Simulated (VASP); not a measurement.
```
CELL_PARAMETERS angstrom
      0.00000     2.79000     2.79000
      2.79000     0.00000     2.79000
      2.79000     2.79000     0.00000
ATOMIC_POSITIONS crystal
  Ca 0.00000 0.00000 0.00000
```

These are PBE GGA, VASP's PBE PAW potentials (set 64) (plane waves; VASP 6.6.1) values and carry that method's errors. Settings: 400 eV cut-off, 10×10×10 Γ-centred mesh, first-order Methfessel-Paxton smearing of 0.10 eV, potentials Ca_sv.

Energy and stress use the plane-wave basis of the starting cell.

Task: The ions, cell shape and volume are relaxed. Give the cell that the relaxation ends in.

Result: 
```
CELL_PARAMETERS angstrom
      0.00000     2.76263     2.76263
      2.76263     0.00000     2.76263
      2.76263     2.76263     0.00000
ATOMIC_POSITIONS crystal
  Ca 0.00000 0.00000 0.00000
```
Space group Fm-3m (225), at a tolerance of 0.03 Å.

Task: How do energy and volume change from the first to the last step?

Result: The energy (σ→0) changes by -1.8 meV/atom and the volume by -2.9 %, in 3 ionic steps.

The compound is Ca in the fcc structure. This run relaxes it. Symmetry was kept, so distortions that lower it aren't found.
